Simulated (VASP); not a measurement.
An input for Ansatz (written as the equivalent of a VASP run, and not itself run):

Ansatz 0.2 input:
```yaml
crystal:
  lattice:
    - [1.4483458, -2.5086090, 0.0000000]
    - [1.4483458, 2.5086090, 0.0000000]
    - [0.0000000, 0.0000000, 4.6341344]
  atoms:
    - { symbol: Mg, position: [0.3333330, 0.6666670, 0.2500000] }
    - { symbol: Mg, position: [0.6666670, 0.3333330, 0.7500000] }
kpoints:
  mp_grid: { grid: [12, 12, 8] }
hamiltonian:
  xc: r2scan
  pseudopotentials: { kind: paw }
scf:
  occupations: { method: methfessel_paxton, width: 0.1 }
  max_iter: 100
relax:
  max_steps: 40
  f_tol: 0.01
  cell: { p_target: 20 }
output: { forces: true, stress: true, eigenvalues: true }
```

Q: Write the VASP files for the same calculation (r2SCAN).

A: Several could match; the one computed here: 
KPOINTS:
```
kpoints
0
Gamma
 12 12 8
0 0 0
```

**POSCAR**
```
Mg
1
    1.4483458219    -2.5086090033     0.0000000000
    1.4483458219     2.5086090033     0.0000000000
   -0.0000000000    -0.0000000000     4.6341344242
Mg
2
Direct
  0.3333330000   0.6666670000   0.2500000000
  0.6666670000   0.3333330000   0.7500000000
```

### INCAR
```
SYSTEM = Mg
PREC = Accurate; ENCUT = 480; LREAL = .False.
LASPH = .True.
EDIFF = 1E-7; NELM = 100; ALGO = Normal
LMIXTAU = .True.
ISMEAR = 1; SIGMA = 0.1
METAGGA = R2SCAN
IBRION = 2; NSW = 40; ISIF = 3
EDIFFG = -0.01; PSTRESS = 200
LWAVE = .False.; LCHARG = .False.
```

POTCAR, in this order: Mg (PBE.64 set). Program: vasp_std.

What does not carry over: each code has its own PAW files, so the cut-off isn't converted (ENCUT is set for VASP's; basis.ecutwfc is left out, and Ansatz then takes the one that its files recommend); Ansatz stops its SCF on the density residual and VASP on the energy change (EDIFF).

The compound is Mg in the hcp structure. It was relaxed first under an external pressure of 20 GPa.
